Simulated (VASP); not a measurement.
# SnSe2: the relaxed cell at several levels, part 2 of 3

How close do the usual functionals, with and without dispersion, come to the cell of SnSe2? LASPH is on for some levels and off for others; the table marks which. The start is a cell from a database of measured crystal structures.

VASP 6.6.1, plane waves and PAW; the level of theory is named at each step.

So far. Step 2 (Relaxation with LDA): It ends with a largest force of 0.004 eV/Å and a pressure of -0.04 GPa. The volume lies -2.7 % from that of the database's start, which holds the thermal and zero-point expansion of its experiment. The conventional cell has a = 3.804 and c = 5.992 Å.

### Step 3. Relaxation with PBEsol

This step: PBEsol; plane waves and PAW (Sn_d, Se) (VASP 6.6.1).

PBEsol restores the gradient expansion of exchange and is tuned for the cells of solids.

Input file INCAR:

```
SYSTEM = SnSe2
PREC = Accurate
ENCUT = 520
EDIFF = 1E-06
NELM = 100
ISMEAR = -1
SIGMA = 0.05
LREAL = .FALSE.
ALGO = Normal
GGA = PS
NBANDS = 19
LORBIT = 11
LWAVE = .FALSE.
LCHARG = .FALSE.
KPAR = 4
IBRION = 2
NSW = 60
ISIF = 3
EDIFFG = -0.01
```

Input file POSCAR:

```
SnSe2
1.0
    3.8110000000      0.0000000000      0.0000000000
   -1.9055000000      3.3004228138      0.0000000000
    0.0000000000      0.0000000000      6.1360000000
Sn Se
1 2
Direct
    0.0000000000      0.0000000000      0.0000000000
    0.3333333333      0.6666666667      0.2490000000
    0.6666666667      0.3333333333      0.7510000000
```

Input file KPOINTS:

```
Automatic mesh
0
Gamma
6 6 3
0 0 0
```

The projector-augmented-wave data sets are Sn_d and Se (PBE family, release 64).

Launch:

```
mpirun -np 4 vasp_std
```

Output:

```text
[banner, memory and clock lines left out]
running    4 mpi-ranks, on    1 nodes
 distrk:  each k-point on    1 cores,    4 groups
 distr:  one band on    1 cores,    1 groups

 POSCAR found type information on POSCAR SnSe
 POSCAR found :  2 types and       3 ions
 [... a notice as in an earlier step ...]

 LDA part: xc-table for (Slater+PW92), standard interpolation
 POSCAR, INCAR and KPOINTS ok, starting setup
 FFT: planning ... GRIDC
 FFT: planning ... GRID_SOFT
 FFT: planning ... GRID
 WAVECAR not read
 entering main loop
       N       E                     dE             d eps       ncg     rms          rms(c)
DAV:   1     0.209603004474E+03    0.20960E+03   -0.12266E+04   664   0.157E+03
DAV:   2     0.116679695465E+02   -0.19794E+03   -0.19161E+03   673   0.397E+02
DAV:   3    -0.123350757709E+02   -0.24003E+02   -0.23575E+02   789   0.121E+02
DAV:   4    -0.131944040252E+02   -0.85933E+00   -0.85711E+00   771   0.238E+01
DAV:   5    -0.132150755924E+02   -0.20672E-01   -0.20668E-01   921   0.379E+00    0.519E+00
DAV:   6    -0.129570727453E+02    0.25800E+00   -0.47590E-01   970   0.816E+00    0.328E+00
DAV:   7    -0.129258176161E+02    0.31255E-01   -0.16345E-01   803   0.295E+00    0.884E-01
DAV:   8    -0.129236550790E+02    0.21625E-02   -0.12610E-02   829   0.119E+00    0.267E-01
DAV:   9    -0.129237214508E+02   -0.66372E-04   -0.12225E-03   740   0.265E-01    0.769E-02
DAV:  10    -0.129237257233E+02   -0.42725E-05   -0.92023E-05   848   0.667E-02    0.284E-02
DAV:  11    -0.129237404331E+02   -0.14710E-04   -0.21323E-05   703   0.273E-02    0.486E-03
DAV:  12    -0.129237409684E+02   -0.53536E-06   -0.12012E-06   622   0.892E-03
   1 F= -.12923741E+02 E0= -.12923694E+02  d E =-.129237E+02
 curvature:   0.00 expect dE= 0.000E+00 dE for cont linesearch  0.000E+00
 trial: gam= 0.00000 g(F)=  0.338E-01 g(S)=  0.900E-01 ort = 0.000E+00 (trialstep = 0.100E+01)
 search vector abs. value=  0.124E+00
 bond charge predicted
       N       E                     dE             d eps       ncg     rms          rms(c)
DAV:   1    -0.136039878610E+02   -0.68025E+00   -0.17083E+01   824   0.638E+01    0.444E+00
DAV:   2    -0.130979822834E+02    0.50601E+00   -0.10473E+00   851   0.151E+01    0.211E+00
DAV:   3    -0.129401137155E+02    0.15787E+00   -0.45271E-01   860   0.915E+00    0.367E-01
DAV:   4    -0.129378812847E+02    0.22324E-02   -0.23260E-02   679   0.147E+00    0.221E-01
DAV:   5    -0.129357828509E+02    0.20984E-02   -0.21061E-03   912   0.431E-01    0.582E-02
DAV:   6    -0.129357372619E+02    0.45589E-04   -0.14303E-04   753   0.108E-01    0.260E-02
DAV:   7    -0.129357430634E+02   -0.58015E-05   -0.17941E-05   779   0.327E-02    0.565E-03
DAV:   8    -0.129357450688E+02   -0.20054E-05   -0.19583E-06   598   0.971E-03    0.247E-03
DAV:   9    -0.129357456321E+02   -0.56334E-06   -0.46649E-07   491   0.640E-03
   2 F= -.12935746E+02 E0= -.12935561E+02  d E =-.120047E-01
[...]
3 F= -.12956864E+02 E0= -.12956775E+02  d E =-.331235E-01
[...]
4 F= -.12956861E+02 E0= -.12956773E+02  d E =-.331203E-01
[...]
5 F= -.12959357E+02 E0= -.12959254E+02  d E =-.249540E-02
[...]
6 F= -.12959904E+02 E0= -.12959784E+02  d E =-.304291E-02
 curvature:  -0.81 expect dE=-0.106E-04 dE for cont linesearch -0.131E-05
 ZBRENT: extrapolating
 opt :   1.5668  next Energy=   -12.959905 (dE=-0.304E-02)
 bond charge predicted
       N       E                     dE             d eps       ncg     rms          rms(c)
DAV:   1    -0.129599144025E+02   -0.10358E-04   -0.27084E-04   775   0.158E-01    0.162E-02
DAV:   2    -0.129599074888E+02    0.69136E-05   -0.16380E-05   771   0.477E-02    0.858E-03
DAV:   3    -0.129599053448E+02    0.21441E-05   -0.60620E-06   803   0.309E-02    0.275E-03
DAV:   4    -0.129599053938E+02   -0.49014E-07   -0.63089E-07   332   0.682E-03
   7 F= -.12959905E+02 E0= -.12959784E+02  d E =-.304415E-02
 curvature:  -0.76 expect dE=-0.953E-05 dE for cont linesearch -0.935E-07
 trial: gam= 0.00139 g(F)=  0.934E-05 g(S)=  0.327E-05 ort = 0.218E-04 (trialstep = 0.104E+01)
 search vector abs. value=  0.127E-04
 reached required accuracy - stopping structural energy minimisation
```

Wall time 57 s (4 MPI ranks of AMD EPYC 7R43, shared host); peak memory 0.73 GiB; 3.7 min of CPU time.

From OUTCAR (step 3):

```text
The static configuration has the point symmetry D_3d.

 Found     17 irreducible k-points:

   NELECT =      26.0000    total number of electrons

 E-fermi :   4.0780

 k-point     1 :       0.0000    0.0000    0.0000
  band No.  band energies     occupation
    ...
      9       3.2496      2.00000
     10       3.2496      2.00000
     11       3.5281      1.99997
     12       3.5281      1.99997
     13       3.6168      1.99980
     14       4.7208      0.00001
     15       6.7804      0.00000
     16       8.3938      0.00000
     17       8.3938      0.00000
     18      11.6763      0.00000
    ...

 k-point     2 :       0.1667   -0.0000    0.0000
  band No.  band energies     occupation
    ...
      9       1.2527      2.00000
     10       2.2869      2.00000
     11       2.4628      2.00000
     12       3.6538      1.99959
     13       3.7605      1.99652
     14       5.9643      0.00000
     15       7.4124      0.00000
     16       8.5100      0.00000
     17       8.8225      0.00000
     18      10.9279      0.00000
    ...

  Total        0.0096021      0.0096021      0.0043376      0.0000000      0.0000000      0.0000000
  in kB        0.1941864      0.1941864      0.0877197      0.0000000      0.0000000      0.0000000
  external PRESSURE =       0.1586975 kB  Pullay stress =       0.0000000 kB

  energy-cutoff  :      520.00
  volume of cell :       79.22
      direct lattice vectors                 reciprocal lattice vectors
     3.819039903 -0.000000000  0.000000000     0.261845916  0.151176810  0.000000000
    -1.909519951  3.307385574  0.000000000     0.000000000  0.302353620  0.000000000
    -0.000000000  0.000000000  6.272186667    -0.000000000 -0.000000000  0.159434030

 POSITION                                       TOTAL-FORCE (eV/Angst)
 -----------------------------------------------------------------------------------
      0.00000     -0.00000      0.00000        -0.000000      0.000000      0.000000
     -0.00000      2.20492      1.58468        -0.000000      0.000000      0.009841
      1.90952      1.10246      4.68751         0.000000     -0.000000     -0.009841
 -----------------------------------------------------------------------------------
    total drift:                               -0.000000      0.000000     -0.000000

  FREE ENERGIE OF THE ION-ELECTRON SYSTEM (eV)
  ---------------------------------------------------
  free  energy   TOTEN  =       -12.9599053938 eV

  energy  without entropy=      -12.9596633424  energy(sigma->0) =      -12.95978437

 total charge
# of ion       s       p       d       tot
------------------------------------------
    1        1.058   1.029  10.100  12.187
    2        1.486   2.295   0.027   3.808
    3        1.486   2.295   0.027   3.808
--------------------------------------------------
tot          4.030   5.618  10.154  19.803

[... 8 parts as in an earlier step ...]

[... 5 further parts left out ...]
```

CONTCAR:

```
SnSe2
   1.00000000000000
     3.8190399027398674   -0.0000000000000000    0.0000000000000000
    -1.9095199513699337    3.3073855738165467    0.0000000000000000
    -0.0000000000000000    0.0000000000000000    6.2721866671035675
  Sn              Se
     1     2
Direct
     0.0000000000000000    0.0000000000000000    0.0000000000000000
     0.3333333332999970    0.6666666667000030    0.2526512056010840
     0.6666666667000030    0.3333333332999970    0.7473487943989159
```

The bonds form layers, held to each other by dispersion, which PBEsol lacks, so the spacing between them is unreliable. The PAW data sets were made with PBE, which is usual practice but a small mismatch for other functionals.

Relaxation path:

| step | energy less that of the first step (eV) | largest force (eV/Å) | pressure (GPa) | volume (Å³) |
| --- | --- | --- | --- | --- |
| 1 | 0.0000 | 0.5917 | 2.70 | 77.18 |
| 2 | -0.0120 | 0.3039 | -2.36 | 82.12 |
| 3 | -0.0331 | 0.0727 | -0.30 | 79.86 |
| 4 | -0.0331 | 0.0820 | -0.23 | 79.81 |
| 5 | -0.0356 | 0.0407 | -0.11 | 79.47 |
| 6 | -0.0362 | 0.0116 | 0.00 | 79.24 |
| 7 | -0.0362 | 0.0098 | 0.02 | 79.22 |

| conventional cell, symmetrised | before | after | change |
| --- | --- | --- | --- |
| a (Å) | 3.811 | 3.819 | +0.2 % |
| b (Å) | 3.811 | 3.819 | +0.2 % |
| c (Å) | 6.136 | 6.272 | +2.2 % |
| volume (Å³/atom) | 25.73 | 26.41 | +2.7 % |

The atoms that moved most (Å, as changes of fractional coordinates times the final cell):

| atom | dx | dy | dz | length |
| --- | --- | --- | --- | --- |
| Se2 | 0.000 | 0.000 | 0.023 | 0.023 |
| Se3 | 0.000 | 0.000 | -0.023 | 0.023 |

The relaxed structure:

```
Sn Se
1.0
     3.81904    0.00000    0.00000
    -1.90952    3.30739    0.00000
     0.00000    0.00000    6.27219
Sn Se
1 2
Direct
  0.00000 0.00000 0.00000
  0.33333 0.66667 0.25265
  0.66667 0.33333 0.74735
```

This step gave:

```
free energy (TOTEN)             : -12.96 eV
energy at zero smearing         : -12.96 eV
Fermi energy                    : 4.078 eV
pressure                        : 0.01587 GPa
SCF cycles over all ionic steps : 50
gap on the k-mesh               : 0.6094 eV
least direct gap on the k-mesh  : 1.104 eV
```

It ends at 26.41 Å³/atom, +2.7 % from the start, with 0.02 GPa left. The conventional cell has a = 3.819 and c = 6.272 Å.

### Step 4. Relaxation with PBE

This step: PBE; plane waves and PAW (Sn_d, Se) (VASP 6.6.1).

PBE, the usual starting point, adds the gradient of the density.

INCAR, as its differences from that of step 3:

```diff
@@ -9,3 +9,3 @@
 ALGO = Normal
-GGA = PS
+GGA = PE
 NBANDS = 19
```

POSCAR is that of step 3.

KPOINTS is that of step 3.

Launch:

```
mpirun -np 4 vasp_std
```

Output:

```text
[banner, memory and clock lines left out]
running    4 mpi-ranks, on    1 nodes
[...]
LDA part: xc-table for (Slater+PW92), standard interpolation
 POSCAR, INCAR and KPOINTS ok, starting setup
[...]
entering main loop
       N       E                     dE             d eps       ncg     rms          rms(c)
DAV:   1     0.211697828324E+03    0.21170E+03   -0.12286E+04   664   0.157E+03
DAV:   2     0.129637910697E+02   -0.19873E+03   -0.19235E+03   673   0.399E+02
DAV:   3    -0.111310287924E+02   -0.24095E+02   -0.23663E+02   789   0.121E+02
DAV:   4    -0.119893689513E+02   -0.85834E+00   -0.85620E+00   771   0.239E+01
[...]
DAV:  11    -0.117280758406E+02   -0.33787E-04   -0.45605E-05   691   0.388E-02    0.637E-03
DAV:  12    -0.117280768977E+02   -0.10571E-05   -0.23683E-06   715   0.121E-02    0.592E-03
DAV:  13    -0.117280775344E+02   -0.63669E-06   -0.24819E-06   582   0.997E-03
   1 F= -.11728078E+02 E0= -.11728054E+02  d E =-.117281E+02
[... from here on, the cycles between the ionic steps are left out ...]
   2 F= -.11770291E+02 E0= -.11770009E+02  d E =-.422132E-01
   3 F= -.11837482E+02 E0= -.11837399E+02  d E =-.109405E+00
   4 F= -.11837479E+02 E0= -.11837398E+02  d E =-.109401E+00
   5 F= -.11839134E+02 E0= -.11839054E+02  d E =-.165497E-02
   6 F= -.11843072E+02 E0= -.11842989E+02  d E =-.559336E-02
   7 F= -.11846491E+02 E0= -.11846381E+02  d E =-.901178E-02
   8 F= -.11848021E+02 E0= -.11847918E+02  d E =-.153024E-02
   9 F= -.11851785E+02 E0= -.11851701E+02  d E =-.529458E-02
  10 F= -.11855790E+02 E0= -.11855734E+02  d E =-.929977E-02
  11 F= -.11856147E+02 E0= -.11856099E+02  d E =-.965673E-02
  12 F= -.11857066E+02 E0= -.11857018E+02  d E =-.918482E-03
  13 F= -.11857806E+02 E0= -.11857759E+02  d E =-.165879E-02
  14 F= -.11858314E+02 E0= -.11858264E+02  d E =-.508026E-03
  15 F= -.11858521E+02 E0= -.11858465E+02  d E =-.714549E-03
  16 F= -.11858563E+02 E0= -.11858509E+02  d E =-.428763E-04
  17 F= -.11858601E+02 E0= -.11858548E+02  d E =-.808651E-04
  18 F= -.11858602E+02 E0= -.11858550E+02  d E =-.818339E-04
  19 F= -.11858624E+02 E0= -.11858573E+02  d E =-.212097E-04
 trial-energy change:   -0.000021  1 .order   -0.000022   -0.000049    0.000006
 step:   0.6928(harm=  0.6928)  dis= 0.00141  next Energy=   -11.858624 (dE=-0.219E-04)
 reached required accuracy - stopping structural energy minimisation
```

Run time: 2 min. Hardware: 4 MPI ranks; peak memory 0.74 GiB; 8 min of CPU time.

From OUTCAR (step 4):

```text
  Total       -0.0076799     -0.0076799      0.0089633     -0.0000000      0.0000000     -0.0000000
  in kB       -0.1357222     -0.1357222      0.1584031     -0.0000000      0.0000000     -0.0000000
  external PRESSURE =      -0.0376804 kB  Pullay stress =       0.0000000 kB

 POSITION                                       TOTAL-FORCE (eV/Angst)
 -----------------------------------------------------------------------------------
     -1.93873      3.35798      0.00000         0.000000     -0.000000      0.000000
     -0.00000      2.23865      1.59290        -0.000000     -0.000000      0.001745
      1.93873      1.11933      5.36997         0.000000      0.000000     -0.001745
 -----------------------------------------------------------------------------------
    total drift:                               -0.000000      0.000000     -0.000000

  FREE ENERGIE OF THE ION-ELECTRON SYSTEM (eV)
  ---------------------------------------------------
  free  energy   TOTEN  =       -11.8586236354 eV

  energy  without entropy=      -11.8585224789  energy(sigma->0) =      -11.85857306

[... 2 parts as in an earlier step ...]

[... 2 further parts left out ...]
[key lines of the parts left out:]
E-fermi :   2.9274
```

The bonds form layers, held to each other by dispersion, which PBE lacks, so the spacing between them is unreliable. After so large a change of volume the plane waves of the start cell no longer fit, so the final stress carries a basis-set error.

Relaxation path:

| step | energy less that of the first step (eV) | largest force (eV/Å) | pressure (GPa) | volume (Å³) |
| --- | --- | --- | --- | --- |
| 1 | 0.0000 | 0.7769 | 5.69 | 77.18 |
| 2 | -0.0422 | 0.6531 | -3.29 | 87.83 |
| 3 | -0.1094 | 0.0928 | 0.02 | 82.82 |
| 4 | -0.1094 | 0.0781 | 0.15 | 82.71 |
| 5 | -0.1111 | 0.0846 | 0.12 | 82.87 |
| 6 | -0.1150 | 0.1043 | 0.14 | 83.37 |
| 7 | -0.1184 | 0.1441 | 0.22 | 84.32 |
| 8 | -0.1199 | 0.1318 | 0.20 | 84.63 |
| 9 | -0.1237 | 0.0960 | 0.10 | 85.56 |
| 10 | -0.1277 | 0.0234 | -0.05 | 87.44 |
| 11 | -0.1281 | 0.0050 | -0.10 | 88.20 |
| 12 | -0.1290 | 0.0196 | 0.02 | 88.52 |
| 13 | -0.1297 | 0.0527 | 0.29 | 89.20 |
| 14 | -0.1302 | 0.0216 | 0.17 | 89.72 |
| 15 | -0.1304 | 0.0168 | 0.03 | 90.37 |
| 16 | -0.1305 | 0.0161 | 0.00 | 90.46 |
| 17 | -0.1305 | 0.0146 | -0.04 | 90.64 |
| 18 | -0.1305 | 0.0140 | -0.06 | 90.67 |
| 19 | -0.1305 | 0.0017 | 0.00 | 90.66 |

| cell as run | before | after | change |
| --- | --- | --- | --- |
| a (Å) | 3.811 | 3.877 | +1.7 % |
| b (Å) | 3.811 | 3.877 | +1.7 % |
| c (Å) | 6.136 | 6.963 | +13.5 % |
| volume (Å³/atom) | 25.73 | 30.22 | +17.5 % |

The atoms that moved most (Å, as changes of fractional coordinates times the final cell):

| atom | dx | dy | dz | length |
| --- | --- | --- | --- | --- |
| Se2 | 0.000 | 0.000 | -0.141 | 0.141 |
| Se3 | 0.000 | 0.000 | 0.141 | 0.141 |

Final coordinates:

```xyz
3
Lattice="3.8775 0.0000 0.0000 -1.9387 3.3580 0.0000 0.0000 0.0000 6.9629" Properties=species:S:1:pos:R:3 pbc="T T T"
Sn    0.0000    0.0000    0.0000
Se    0.0000    2.2387    1.5929
Se    1.9387    1.1193    5.3700
```

It ends at 30.22 Å³/atom, +17.5 % from the start, with 0.00 GPa left. The conventional cell has a = 3.877 and c = 6.963 Å. That is far more than a functional's usual error.

### Step 5. Relaxation with r2SCAN

This step: r2SCAN; plane waves and PAW (Sn_d, Se) (VASP 6.6.1).

r2SCAN adds the kinetic-energy density, costs more than a GGA and is run with LASPH.

INCAR, as its differences from that of step 4:

```diff
@@ -9,3 +9,4 @@
 ALGO = Normal
-GGA = PE
+METAGGA = R2SCAN
+LASPH = .TRUE.
 NBANDS = 19
```

POSCAR is that of step 4.

KPOINTS is that of step 4.

Launch:

```
mpirun -np 4 vasp_std
```

Output:

```text
[banner, memory and clock lines left out]
running    4 mpi-ranks, on    1 nodes
[...]
[... a notice as in an earlier step ...]

 LDA part: xc-table for (None), standard interpolation
 POSCAR, INCAR and KPOINTS ok, starting setup
[...]
entering main loop
       N       E                     dE             d eps       ncg     rms          rms(c)
DAV:   1     0.169953945660E+03    0.16995E+03   -0.12549E+04   664   0.161E+03
DAV:   2    -0.333868813487E+02   -0.20334E+03   -0.19688E+03   676   0.407E+02
DAV:   3    -0.581580681083E+02   -0.24771E+02   -0.24418E+02   800   0.124E+02
DAV:   4    -0.589859809054E+02   -0.82791E+00   -0.82661E+00   758   0.239E+01
[...]
DAV:  11    -0.545720071819E+02   -0.34897E-04   -0.53183E-05   717   0.629E-02    0.106E-02
DAV:  12    -0.545720099004E+02   -0.27185E-05   -0.58936E-06   779   0.204E-02    0.352E-03
DAV:  13    -0.545720102175E+02   -0.31714E-06   -0.67676E-07   428   0.582E-03
   1 F= -.54572010E+02 E0= -.54572009E+02  d E =-.545720E+02
[... from here on, the cycles between the ionic steps are left out ...]
   2 F= -.54578978E+02 E0= -.54578968E+02  d E =-.696748E-02
   3 F= -.54616955E+02 E0= -.54616952E+02  d E =-.449450E-01
   4 F= -.54616953E+02 E0= -.54616949E+02  d E =-.449423E-01
   5 F= -.54618548E+02 E0= -.54618545E+02  d E =-.159569E-02
   6 F= -.54620440E+02 E0= -.54620436E+02  d E =-.348707E-02
   7 F= -.54621768E+02 E0= -.54621764E+02  d E =-.132848E-02
   8 F= -.54624651E+02 E0= -.54624647E+02  d E =-.421093E-02
   9 F= -.54626745E+02 E0= -.54626742E+02  d E =-.630493E-02
  10 F= -.54625744E+02 E0= -.54625742E+02  d E =0.100081E-02
  11 F= -.54627068E+02 E0= -.54627065E+02  d E =-.322955E-03
  12 F= -.54627068E+02 E0= -.54627065E+02  d E =-.323296E-03
[...]
reached required accuracy - stopping structural energy minimisation
```

Wall time 5.3 min (4 MPI ranks); peak memory 0.74 GiB.

Parts of OUTCAR (step 5):

```text
  Total       -0.0149986     -0.0149986      0.0266700     -0.0000000     -0.0000000      0.0000000
  in kB       -0.2870262     -0.2870262      0.5103790     -0.0000000     -0.0000000      0.0000000
  external PRESSURE =      -0.0212245 kB  Pullay stress =       0.0000000 kB

 POSITION                                       TOTAL-FORCE (eV/Angst)
 -----------------------------------------------------------------------------------
      0.00000      0.00000      0.00000        -0.000000      0.000000      0.000000
     -0.00000      2.22018      1.57161        -0.000000      0.000000      0.006254
      1.92273      1.11009      4.96592         0.000000     -0.000000     -0.006254
 -----------------------------------------------------------------------------------
    total drift:                                0.000000     -0.000000     -0.000000

  FREE ENERGIE OF THE ION-ELECTRON SYSTEM (eV)
  ---------------------------------------------------
  free  energy   TOTEN  =       -54.6270678612 eV

  energy  without entropy=      -54.6270627877  energy(sigma->0) =      -54.62706532

[... 2 parts as in an earlier step ...]

[... 2 further parts left out ...]
[key lines of the parts left out:]
E-fermi :   3.5000
```

The bonds form layers, held to each other by dispersion, which r2SCAN holds only at short range, so the spacing between them may come out too wide.

Relaxation path:

| step | energy less that of the first step (eV) | largest force (eV/Å) | pressure (GPa) | volume (Å³) |
| --- | --- | --- | --- | --- |
| 1 | 0.0000 | 0.5091 | 3.68 | 77.18 |
| 2 | -0.0070 | 0.5339 | -2.83 | 83.97 |
| 3 | -0.0449 | 0.0661 | -0.02 | 80.59 |
| 4 | -0.0449 | 0.0555 | 0.05 | 80.52 |
| 5 | -0.0465 | 0.0722 | 0.08 | 80.60 |
| 6 | -0.0484 | 0.1187 | 0.20 | 80.79 |
| 7 | -0.0498 | 0.1108 | 0.14 | 81.10 |
| 8 | -0.0526 | 0.0871 | -0.01 | 82.02 |
| 9 | -0.0547 | 0.0410 | -0.27 | 83.86 |
| 10 | -0.0537 | 0.1073 | 0.53 | 83.43 |
| 11 | -0.0551 | 0.0074 | 0.00 | 83.72 |
| 12 | -0.0551 | 0.0063 | 0.00 | 83.72 |

| conventional cell, symmetrised | before | after | change |
| --- | --- | --- | --- |
| a (Å) | 3.811 | 3.845 | +0.9 % |
| b (Å) | 3.811 | 3.845 | +0.9 % |
| c (Å) | 6.136 | 6.538 | +6.5 % |
| volume (Å³/atom) | 25.73 | 27.91 | +8.5 % |

The atoms that moved most (Å, as changes of fractional coordinates times the final cell):

| atom | dx | dy | dz | length |
| --- | --- | --- | --- | --- |
| Se2 | 0.000 | 0.000 | -0.056 | 0.056 |
| Se3 | 0.000 | 0.000 | 0.056 | 0.056 |

Final coordinates:

```xyz
3
Lattice="3.8455 0.0000 0.0000 -1.9227 3.3303 0.0000 0.0000 0.0000 6.5375" Properties=species:S:1:pos:R:3 pbc="T T T"
Sn    0.0000    0.0000    0.0000
Se    0.0000    2.2202    1.5716
Se    1.9227    1.1101    4.9659
```

It ends at 27.91 Å³/atom, +8.5 % from the start, with 0.00 GPa left. The conventional cell has a = 3.845 and c = 6.538 Å.

(Continued in part 3 of 3.)

[Lines on the potential files, build, host, timing and source positions are cut from VASP's logs without a mark.]

[Logs are printed without paths, hosts, clocks, repeated set-up lines and the standing remarks that a program may print on its own settings, such as how far it seeks lower states.]

[Hosts, paths, dates, database ids (printed as entryN), source tags and the programs' standing remarks are cut or masked in the printed files.]

[A measured line is paired with the nearest computed mode of its activity, which favours agreement.]
